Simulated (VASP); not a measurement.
Consider the following.

```
HgTe
1.0
    4.17224     0.00000     0.00000
   -2.08612     3.61327     0.00000
    0.00000     0.00000     7.31746
Hg Te
2 2
Direct
  0.00000   0.00000   0.00000
  0.00000   0.00000   0.50000
  0.33333   0.66667   0.25000
  0.66667   0.33333   0.75000
```

Calculation: PBEsol GGA, VASP's PBE PAW potentials (set 64) (plane waves; VASP 6.6.1). Settings: 400 eV cut-off, 11×11×6 Γ-centred mesh, tetrahedra with Blöchl corrections, potentials Hg Te.

Unless said otherwise, spin-orbit coupling is left out, though it shifts the bands of the heavy elements here.

Problem. Estimate the energy per atom (σ→0), band gap (on the k-mesh) with the smallest direct gap where there is one.

Solution. 
The band gap (on the k-mesh) comes out as none (metal, semimetal or under 0.01 eV) and the energy per atom (σ→0) comes out as -2.043 eV/atom.

The structure was generated: HgTe was put into the NiAs type type (P6_3/mmc), which need not be its known phase. It was relaxed first, which changed the volume by +15 %.
